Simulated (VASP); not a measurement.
Method: PBE GGA, VASP's PBE PAW potentials (set 64) (plane waves; VASP).

The input files of a VASP run:

INCAR:
```
ALGO=Normal
EDIFF=1E-6
EDIFFG=-0.01
ENCUT=520
GGA=PE
IBRION=2
ISIF=3
ISMEAR=1
LASPH=T
LCHARG=F
LMAXMIX=6
LREAL=F
LWAVE=F
NELM=100
NSW=60
PREC=Accurate
SIGMA=0.1
SYSTEM=PtC
```

**KPOINTS**
```
Automatic mesh
0
Gamma
12 12 12
0 0 0
```

POSCAR:
```
PtC
1
    2.7560000000     0.0000000000     0.0000000000
    0.0000000000     2.7560000000     0.0000000000
    0.0000000000     0.0000000000     2.7560000000
Pt C
1 1
Direct
  0.0000000000   0.0000000000   0.0000000000
  0.5000000000   0.5000000000   0.5000000000
```

POTCAR, in this order: Pt C (PBE.64 set). Program: vasp_std.

Output of the run:

**OUTCAR**
```
 ion  position               nearest neighbor table
   1  0.000  0.000  0.000-   2 2.39   2 2.39   2 2.39   2 2.39   2 2.39   2 2.39   2 2.39   2 2.39
  LATTYP: Found a simple cubic cell.
 ALAT       =     2.7560000000
 Subroutine PRICEL returns:
 Original cell was already a primitive cell.
 Subroutine GETGRP returns: Found 48 space group operations
The static configuration has the point symmetry O_h .
The dynamic configuration has the point symmetry O_h .
 Subroutine INISYM returns: Found 48 space group operations
 Subroutine IBZKPT returns following result:
 Found     84 irreducible k-points:

 Following reciprocal coordinates:
            Coordinates               Weight
  0.000000  0.000000  0.000000      1.000000
  0.083333  0.000000  0.000000      6.000000
  0.166667  0.000000  0.000000      6.000000
  0.250000  0.000000  0.000000      6.000000
  0.333333  0.000000  0.000000      6.000000
  0.416667  0.000000  0.000000      6.000000
  0.500000  0.000000  0.000000      3.000000
  0.083333  0.083333  0.000000     12.000000
  0.166667  0.083333  0.000000     24.000000
  0.250000  0.083333  0.000000     24.000000
...
```

**OSZICAR**
```
       N       E                     dE             d eps       ncg     rms          rms(c)
DAV:   1     0.541293847869E+02    0.54129E+02   -0.73436E+03  1920   0.120E+03
DAV:   2    -0.110186266844E+02   -0.65148E+02   -0.60685E+02  2052   0.227E+02
DAV:   3    -0.129558591280E+02   -0.19372E+01   -0.18824E+01  2113   0.375E+01
DAV:   4    -0.129671991607E+02   -0.11340E-01   -0.11335E-01  2135   0.325E+00
DAV:   5    -0.129672816312E+02   -0.82470E-04   -0.82458E-04  2156   0.269E-01    0.199E+01
DAV:   6    -0.121383091658E+02    0.82897E+00   -0.19110E+01  2172   0.353E+01    0.166E+01
DAV:   7    -0.113159470295E+02    0.82236E+00   -0.31172E+00  1984   0.155E+01    0.799E+00
DAV:   8    -0.113037956407E+02    0.12151E-01   -0.14737E-01  1997   0.323E+00    0.171E+00
DAV:   9    -0.112958906322E+02    0.79050E-02   -0.20953E-02  2014   0.128E+00    0.448E-01
DAV:  10    -0.112954186616E+02    0.47197E-03   -0.23644E-03  2091   0.397E-01    0.453E-02
DAV:  11    -0.112954057038E+02    0.12958E-04   -0.11440E-04  2166   0.939E-02    0.145E-02
DAV:  12    -0.112954061572E+02   -0.45335E-06   -0.42475E-06  2000   0.201E-02
   1 F= -.11295406E+02 E0= -.11295270E+02  d E =-.112954E+02
       N       E                     dE             d eps       ncg     rms          rms(c)
DAV:   1    -0.135192435779E+02   -0.22238E+01   -0.39937E+01  1881   0.648E+01    0.105E+01
DAV:   2    -0.120907120521E+02    0.14285E+01   -0.18605E+01  1980   0.366E+01    0.118E+01
DAV:   3    -0.113180402185E+02    0.77267E+00   -0.37769E+00  2231   0.144E+01    0.496E+00
DAV:   4    -0.112619860286E+02    0.56054E-01   -0.37652E-01  1920   0.569E+00    0.327E+00
DAV:   5    -0.112584369796E+02    0.35490E-02   -0.25169E-02  2178   0.132E+00    0.999E-01
DAV:   6    -0.112585217646E+02   -0.84785E-04   -0.34126E-03  1966   0.493E-01    0.555E-02
DAV:   7    -0.112585429610E+02   -0.21196E-04   -0.12817E-04  2062   0.977E-02    0.201E-02
DAV:   8    -0.112585410367E+02    0.19243E-05   -0.60674E-06  2038   0.195E-02    0.136E-02
DAV:   9    -0.112585408990E+02    0.13766E-06   -0.15741E-06  1521   0.102E-02
   2 F= -.11258541E+02 E0= -.11258444E+02  d E =0.368653E-01
       N       E                     dE             d eps       ncg     rms          rms(c)
DAV:   1    -0.121404509672E+02   -0.88191E+00   -0.12978E+01  1885   0.379E+01    0.637E+00
DAV:   2    -0.117053518865E+02    0.43510E+00   -0.66437E+00  2010   0.222E+01    0.561E+00
DAV:   3    -0.113646534474E+02    0.34070E+00   -0.11592E+00  2020   0.868E+00    0.144E+00
DAV:   4    -0.113464299287E+02    0.18224E-01   -0.94786E-02  1993   0.271E+00    0.565E-01
DAV:   5    -0.113464011009E+02    0.28828E-04   -0.19043E-03  1968   0.397E-01    0.456E-01
DAV:   6    -0.113468784437E+02   -0.47734E-03   -0.11890E-03  1980   0.279E-01    0.617E-02
DAV:   7    -0.113469050065E+02   -0.26563E-04   -0.24189E-05  2156   0.421E-02    0.200E-02
DAV:   8    -0.113469054280E+02   -0.42144E-06   -0.40608E-06  2035   0.177E-02
   3 F= -.11346905E+02 E0= -.11346815E+02  d E =-.514993E-01
       N       E                     dE             d eps       ncg     rms          rms(c)
DAV:   1    -0.113471047277E+02   -0.19972E-03   -0.29950E-03  1895   0.579E-01    0.921E-02
DAV:   2    -0.113470029250E+02    0.10180E-03   -0.15262E-03  2015   0.341E-01    0.961E-02
DAV:   3    -0.113469264132E+02    0.76512E-04   -0.26504E-04  2041   0.134E-01    0.312E-02
DAV:   4    -0.113469229576E+02    0.34556E-05   -0.22534E-05  1984   0.442E-02    0.122E-02
DAV:   5    -0.113469233239E+02   -0.36629E-06   -0.90058E-07  1112   0.827E-03
   4 F= -.11346923E+02 E0= -.11346837E+02  d E =-.515172E-01
```

File OUTCAR:
```
------------------------ aborting loop because EDIFF is reached ----------------------------------------
  FORCE on cell =-STRESS in cart. coord.  units (eV):
  Direction    XX          YY          ZZ          XY          YZ          ZX
  --------------------------------------------------------------------------------------
  Total        0.0061257      0.0061257      0.0061257      0.0000000     -0.0000000      0.0000000
  in kB        0.4434253      0.4434253      0.4434253      0.0000000     -0.0000000      0.0000000
  external PRESSURE =       0.4434253 kB  Pullay stress =       0.0000000 kB
  volume of cell :       22.13
      direct lattice vectors                 reciprocal lattice vectors
     2.807681350 -0.000000000  0.000000000     0.356165774 -0.000000000 -0.000000000
     0.000000000  2.807681350 -0.000000000     0.000000000  0.356165774  0.000000000
     0.000000000 -0.000000000  2.807681350    -0.000000000  0.000000000  0.356165774
 POSITION                                       TOTAL-FORCE (eV/Angst)
 -----------------------------------------------------------------------------------
      0.00000      0.00000      0.00000        -0.000000      0.000000      0.000000
      1.40384      1.40384      1.40384         0.000000     -0.000000      0.000000
 -----------------------------------------------------------------------------------
    total drift:                                0.000000      0.000000      0.000000
  FREE ENERGIE OF THE ION-ELECTRON SYSTEM (eV)
  ---------------------------------------------------
  free  energy   TOTEN  =       -11.3469233239 eV

  energy  without entropy=      -11.3466635985  energy(sigma->0) =      -11.34683675

 reached required accuracy - stopping structural energy minimisation
```
(Selected blocks of OUTCAR.)

File CONTCAR:
```
PtC
   1.00000000000000
     2.8076813500394548   -0.0000000000000000    0.0000000000000000
     0.0000000000000000    2.8076813500394548   -0.0000000000000000
     0.0000000000000000   -0.0000000000000000    2.8076813500394548
  Pt              C
     1     1
Direct
     0.0000000000000000    0.0000000000000000    0.0000000000000000
     0.5000000000000000    0.5000000000000000    0.5000000000000000
```

OUTCAR:
```
 val. band max:       10.4058422553   @ k =   0.5000   0.4167   0.1667

 cond. band min:      10.4447938214   @ k =   0.2500   0.1667   0.1667


 Fermi energy:        10.4201829270

 k-point     1 :       0.0000    0.0000    0.0000
  band No.  band energies     occupation
      1      -4.1994      2.00000
      2       4.4017      2.00000
      3       4.4017      2.00000
      4       8.7326      2.00000
      5       8.7326      2.00000
      6       8.7326      2.00000
      7      10.3886      1.50654
      8      10.3886      1.50654
      9      10.3886      1.50654
     10      14.4834      0.00000
     11      26.1803      0.00000

 k-point     2 :       0.0833    0.0000    0.0000
  band No.  band energies     occupation
      1      -4.0667      2.00000
      2       4.4375      2.00000
      3       4.4432      2.00000
      4       8.2899      2.00000
      5       8.2899      2.00000
      6       8.7465      2.00000
      7       9.9294      2.00000
      8      10.8796     -0.00000
      9      10.8796     -0.00000
     10      14.9346      0.00000
     11      25.6874      0.00000

 k-point     3 :       0.1667    0.0000    0.0000
  band No.  band energies     occupation
      1      -3.6776      2.00000
      2       4.4232      2.00000
      3       4.5374      2.00000
      4       7.5447      2.00000
      5       7.5447      2.00000
      6       8.7848      2.00000
      7       9.1676      2.00000
      8      11.7687     -0.00000
      9      11.7687     -0.00000
     10      15.8185      0.00000
     11      24.5860      0.00000

 k-point     4 :       0.2500    0.0000    0.0000
  band No.  band energies     occupation
      1      -3.0583      2.00000
      2       3.9754      2.00000
      3       4.6785      2.00000
      4       6.8594      2.00000
      5       6.8594      2.00000
      6       8.8377      2.00000
      7       8.9328      2.00000
      8      12.6852      0.00000
      9      12.6852      0.00000
...
```

Energy and stress use the plane-wave basis of the starting cell. Unless said otherwise, spin-orbit coupling is left out, though it shifts the bands of the heavy elements here.

The structure was generated: PtC was put into the CsCl type type (Pm-3m), which need not be its known phase. This run relaxes it. Symmetry was kept, so distortions that lower it aren't found.
